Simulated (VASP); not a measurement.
An input for Quantum ESPRESSO's pw.x (written as the equivalent of a VASP run, and not itself run):

```
&CONTROL
  calculation = 'vc-relax'
  pseudo_dir = './pseudo'
  outdir = './out'
  tprnfor = .true.
  tstress = .true.
  nstep = 30
  forc_conv_thr = 0.00039
/
&SYSTEM
  ibrav = 0
  nat = 2
  ntyp = 1
  ecutwfc = 72
  occupations = 'smearing'
  smearing = 'methfessel-paxton'
  degauss = 0.00735
  input_dft = 'vdw-df-cx'
/
&ELECTRONS
  conv_thr = 7.3e-09
  electron_maxstep = 100
/
&IONS
/
&CELL
  cell_dofree = 'shape'
/
ATOMIC_SPECIES
  Y 88.906 Y.upf
CELL_PARAMETERS angstrom
     1.8203751   -3.1529824    0.0000000
     1.8203751    3.1529824    0.0000000
     0.0000000    0.0000000    5.6067795
ATOMIC_POSITIONS crystal
  Y    0.3333330  0.6666670  0.2500000
  Y    0.6666670  0.3333330  0.7500000
K_POINTS automatic
  12 12 7 0 0 0
```

Problem. Write the VASP files for the same calculation (vdW-DF-cx).

Solution. One answer among several that fit: 
### KPOINTS
```
Regular mesh
0
Gamma
  12 12 7
```

File POSCAR:
```
Y
1.0
  1.8203750802  -3.1529823962   0.0000000000
  1.8203750802   3.1529823962   0.0000000000
  0.0000000000   0.0000000000   5.6067794828
Y
2
Cart
  1.8203750802   1.0509962341   1.4016948707
  1.8203750802  -1.0509962341   4.2050846121
```

### INCAR
```
SYSTEM=Y
PREC=Accurate; ENCUT=520; LREAL=F
LASPH=T
EDIFF=1E-7; NELM=100; ALGO=Normal
LMAXMIX=4
ISMEAR=1; SIGMA=0.1
GGA=CX; LUSE_VDW=T; AGGAC=0.0
IBRION=2; NSW=30; ISIF=4
EDIFFG=-0.01
LWAVE=F; LCHARG=F
```

POTCAR, in this order: Y_sv (PBE.64 set). Program: vasp_std.

Limits of the translation: the potentials are each code's own (VASP's PAW set, PseudoDojo norm-conserving files in pw.x), so ENCUT and ecutwfc are chosen apart and not converted; conv_thr bounds pw.x's estimated SCF error, while EDIFF bounds the energy change between steps; forc_conv_thr acts on force components and is met together with etot_conv_thr.

The compound is Y in the hcp structure. This cell is one point of a volume scan, at 1.03 of the reference volume. Symmetry was kept, so distortions that lower it aren't found.
